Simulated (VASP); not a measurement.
Level of theory: r2SCAN meta-GGA, VASP's PBE PAW potentials (set 64) (plane waves; VASP).

VASP input:

**KPOINTS**
```
Automatic mesh
0
Gamma
8 8 8
0 0 0
```

File POSCAR:
```
CdTe
1
    0.0000000000     3.2727631060     3.2727631060
    3.2727631060     0.0000000000     3.2727631060
    3.2727631060     3.2727631060     0.0000000000
Cd Te
1 1
Direct
  0.0000000000   0.0000000000   0.0000000000
  0.2500000000   0.2500000000   0.2500000000
```

### INCAR
```
! general
SYSTEM =CdTe
PREC   =Accurate
ENCUT  =400   ! plane-wave cut-off (eV)
LREAL  =.False.
LASPH  =.True.   ! aspherical one-centre terms

! electronic loop
EDIFF  =1E-7   ! SCF stop (eV)
NELM   =100   ! most electronic steps
ALGO   =Normal
LMAXMIX=4   ! l cut-off of mixed one-centre charges
LMIXTAU=.True.

! smearing
ISMEAR =-5   ! tetrahedra, Bloechl

! functional
METAGGA=R2SCAN

! ions
ISIF   =2   ! forces and stress, cell fixed

! output
LWAVE  =.False.
LCHARG =.False.
LORBIT =11
NEDOS  =601
```

**KPOINTS_OPT**
```
k-points along high-symmetry lines
10
Line-mode
Reciprocal
  0.000000   0.000000   0.000000 ! GAMMA
 -0.500000  -0.500000   0.000000 ! X

 -0.500000  -0.500000   0.000000 ! X
 -0.375000  -0.375000   0.250000 ! U

 -0.375000  -0.000000   0.375000 ! K
  0.000000   0.000000   0.000000 ! GAMMA

  0.000000   0.000000   0.000000 ! GAMMA
  0.000000   0.000000   0.500000 ! L

  0.000000   0.000000   0.500000 ! L
 -0.500000  -0.250000   0.250000 ! W

 -0.500000  -0.250000   0.250000 ! W
 -0.500000  -0.500000   0.000000 ! X
```

POTCAR, in this order: Cd Te (PBE.64 set). Program: vasp_std.

Output of the run:

OUTCAR:
```
 ion  position               nearest neighbor table
   1  0.000  0.000  0.000-   2 2.83   2 2.83   2 2.83   2 2.83
   2  0.250  0.250  0.250-   1 2.83   1 2.83   1 2.83   1 2.83
  LATTYP: Found a face centered cubic cell.
 ALAT       =     6.5455262120
 Subroutine PRICEL returns:
 Original cell was already a primitive cell.
 Subroutine GETGRP returns: Found 24 space group operations
The static configuration has the point symmetry T_d .
The dynamic configuration has the point symmetry T_d .
 Subroutine INISYM returns: Found 24 space group operations
 Subroutine IBZKPT returns following result:
 Found     29 irreducible k-points:

 Following reciprocal coordinates:
            Coordinates               Weight
  0.000000  0.000000  0.000000      1.000000
  0.125000  0.000000  0.000000      8.000000
  0.250000  0.000000  0.000000      8.000000
  0.375000  0.000000  0.000000      8.000000
  0.500000  0.000000  0.000000      4.000000
  0.125000  0.125000  0.000000      6.000000
  0.250000  0.125000  0.000000     24.000000
  0.375000  0.125000  0.000000     24.000000
  0.500000  0.125000  0.000000     24.000000
 -0.375000  0.125000  0.000000     24.000000
 -0.250000  0.125000  0.000000     24.000000
 -0.125000  0.125000  0.000000     12.000000
  0.250000  0.250000  0.000000      6.000000
  0.375000  0.250000  0.000000     24.000000
  0.500000  0.250000  0.000000     24.000000
 -0.375000  0.250000  0.000000     24.000000
 -0.250000  0.250000  0.000000     12.000000
  0.375000  0.375000  0.000000      6.000000
  0.500000  0.375000  0.000000     24.000000
 -0.375000  0.375000  0.000000     12.000000
  0.500000  0.500000  0.000000      3.000000
  0.375000  0.250000  0.125000     24.000000
  0.500000  0.250000  0.125000     48.000000
 -0.375000  0.250000  0.125000     24.000000
...
```

### OSZICAR
```
       N       E                     dE             d eps       ncg     rms          rms(c)
DAV:   1     0.444038093554E+02    0.44404E+02   -0.74948E+03   754   0.994E+02
DAV:   2    -0.476473168448E+02   -0.92051E+02   -0.89161E+02   849   0.260E+02
DAV:   3    -0.511957004703E+02   -0.35484E+01   -0.35417E+01   889   0.540E+01
DAV:   4    -0.512240968026E+02   -0.28396E-01   -0.28395E-01  1024   0.434E+00
DAV:   5    -0.512242611474E+02   -0.16434E-03   -0.16434E-03   889   0.253E-01    0.543E+00
DAV:   6    -0.469384747638E+02    0.42858E+01   -0.32177E+00   764   0.268E+01    0.700E+00
DAV:   7    -0.466416530343E+02    0.29682E+00   -0.21077E-01   759   0.613E+00    0.453E+00
DAV:   8    -0.468284918202E+02   -0.18684E+00   -0.20690E-01   824   0.455E+00    0.945E-01
DAV:   9    -0.465570515302E+02    0.27144E+00   -0.23647E-01   754   0.429E+00    0.523E-01
DAV:  10    -0.466182004892E+02   -0.61149E-01   -0.36881E-02   754   0.182E+00    0.317E-01
DAV:  11    -0.466386427143E+02   -0.20442E-01   -0.16619E-02   754   0.124E+00    0.678E-02
DAV:  12    -0.466385714951E+02    0.71219E-04   -0.10970E-03   799   0.382E-01    0.629E-02
DAV:  13    -0.466408013449E+02   -0.22298E-02   -0.62833E-03   754   0.802E-01    0.587E-02
DAV:  14    -0.466383126615E+02    0.24887E-02   -0.13816E-03   809   0.298E-01    0.466E-02
DAV:  15    -0.466408935521E+02   -0.25809E-02   -0.72769E-04   754   0.223E-01    0.378E-02
DAV:  16    -0.466420314660E+02   -0.11379E-02   -0.35043E-04   779   0.216E-01    0.172E-02
DAV:  17    -0.466422252857E+02   -0.19382E-03   -0.15826E-04   784   0.121E-01    0.517E-03
DAV:  18    -0.466422612453E+02   -0.35960E-04   -0.21049E-05   824   0.553E-02    0.891E-03
DAV:  19    -0.466422601038E+02    0.11415E-05   -0.11827E-06   794   0.133E-02    0.260E-03
DAV:  20    -0.466422603332E+02   -0.22945E-06   -0.30654E-07   779   0.562E-03    0.552E-03
DAV:  21    -0.466422604943E+02   -0.16111E-06   -0.20360E-07   776   0.513E-03    0.174E-03
DAV:  22    -0.466422608941E+02   -0.39975E-06   -0.76280E-08   532   0.307E-03    0.270E-04
DAV:  23    -0.466422607487E+02    0.14542E-06   -0.17803E-08   377   0.169E-03    0.218E-04
DAV:  24    -0.466422609787E+02   -0.23003E-06   -0.22398E-08   377   0.217E-03    0.149E-04
DAV:  25    -0.466422609333E+02    0.45380E-07   -0.13391E-09   377   0.461E-04
   1 F= -.46642261E+02 E0= -.46642261E+02  d E =0.000000E+00
       N       E                     dE             ncg
       N       E                     dE             ncg
       N       E                     dE             ncg
```

**OUTCAR**
```
------------------------ aborting loop because EDIFF is reached ----------------------------------------
  FORCE on cell =-STRESS in cart. coord.  units (eV):
  Direction    XX          YY          ZZ          XY          YZ          ZX
  --------------------------------------------------------------------------------------
  Total        0.0096611      0.0096611      0.0096611      0.0000000     -0.0000000      0.0000000
  in kB        0.2207815      0.2207815      0.2207815      0.0000000     -0.0000000      0.0000000
  external PRESSURE =       0.2207815 kB  Pullay stress =       0.0000000 kB
  volume of cell :       70.11
      direct lattice vectors                 reciprocal lattice vectors
     0.000000000  3.272763106  3.272763106    -0.152776105  0.152776105  0.152776105
     3.272763106  0.000000000  3.272763106     0.152776105 -0.152776105  0.152776105
     3.272763106  3.272763106  0.000000000     0.152776105  0.152776105 -0.152776105
  FREE ENERGIE OF THE ION-ELECTRON SYSTEM (eV)
  ---------------------------------------------------
  free  energy   TOTEN  =       -46.6422609333 eV

  energy  without entropy=      -46.6422609333  energy(sigma->0) =      -46.64226093

 total charge

# of ion       s       p       d       tot
------------------------------------------
    1        0.446   0.297   9.545  10.287
    2        1.352   2.096   0.019   3.467
--------------------------------------------------
tot          1.798   2.393   9.564  13.755
```
(Selected blocks of OUTCAR.)

OUTCAR:
```
 val. band max:        1.8331379728   @ k =   0.0000   0.0000   0.0000

 cond. band min:       3.0072402530   @ k =   0.0000   0.0000   0.0000


 Fermi energy:         1.8630770312

 k-point     1 :       0.0000    0.0000    0.0000
  band No.  band energies     occupation
      1      -9.5226      2.00000
      2      -6.6266      2.00000
      3      -6.6266      2.00000
      4      -6.6266      2.00000
      5      -6.3649      2.00000
      6      -6.3649      2.00000
      7       1.8331      2.00000
      8       1.8331      2.00000
      9       1.8331      2.00000
     10       3.0072      0.00000
     11       6.8828      0.00000
     12       6.8828      0.00000
     13       6.8828      0.00000

 k-point     2 :       0.1250    0.0000    0.0000
  band No.  band energies     occupation
      1      -9.4662      2.00000
      2      -6.6161      2.00000
      3      -6.6161      2.00000
      4      -6.5789      2.00000
      5      -6.3659      2.00000
      6      -6.3659      2.00000
      7       0.7026      2.00000
      8       1.7027      2.00000
      9       1.7027      2.00000
     10       3.8177      0.00000
     11       6.8294      0.00000
     12       7.0913      0.00000
     13       7.0913      0.00000

 k-point     3 :       0.2500    0.0000    0.0000
  band No.  band energies     occupation
      1      -9.3299      2.00000
      2      -6.5920      2.00000
      3      -6.5920      2.00000
      4      -6.4212      2.00000
      5      -6.3653      2.00000
      6      -6.3653      2.00000
      7      -0.8012      2.00000
      8       1.4230      2.00000
      9       1.4230      2.00000
     10       4.1971      0.00000
     11       7.4189      0.00000
     12       7.4189      0.00000
     13       7.5601      0.00000

 k-point     4 :       0.3750    0.0000    0.0000
  band No.  band energies     occupation
      1      -9.1955      2.00000
      2      -6.5712      2.00000
      3      -6.5712      2.00000
...
```

Unless said otherwise, spin-orbit coupling is left out, though it shifts the bands of the heavy elements here.

The compound is CdTe in the zinc blende structure. It was relaxed first.
